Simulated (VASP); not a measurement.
Here is the system:

```
CELL_PARAMETERS angstrom
      0.00000     2.66032     2.67517
      2.67865     0.00000     2.67517
      2.67865     2.66032     0.00000
ATOMIC_POSITIONS crystal
  Cd 0.00000 0.00000 0.00000
  F  0.25000 0.25000 0.25000
  F  0.74567 0.75433 0.75433
```

Method: PBE GGA, VASP's PBE PAW potentials (set 64) (plane waves; VASP). Run with 520 eV cut-off, 7×7×7 Γ-centred mesh, second-order Methfessel-Paxton smearing of 0.020 eV, potentials Cd F.

**Question.** Give the force on each atom (eV/Å).

**Answer.** 
```tsv
atom	Fx	Fy	Fz
Cd1	0.079	0.000	0.000
F2	0.049	0.000	0.000
F3	-0.128	0.000	0.000
```

**Question.** Give the stress tensor in GPa (positive for a compressed cell).

**Answer.** 
```
9.25  0.00  0.00
0.00  9.99  0.34
0.00  0.34  9.38
```
The pressure is its mean diagonal, 9.54 GPa.

The compound is CdF2 in the fluorite structure. The cell was not relaxed at this level, atoms are displaced from their ideal sites. The run is one of a series of settings (ISMEAR = 2, SIGMA = 0.02 against the base run), some of them coarse on purpose.
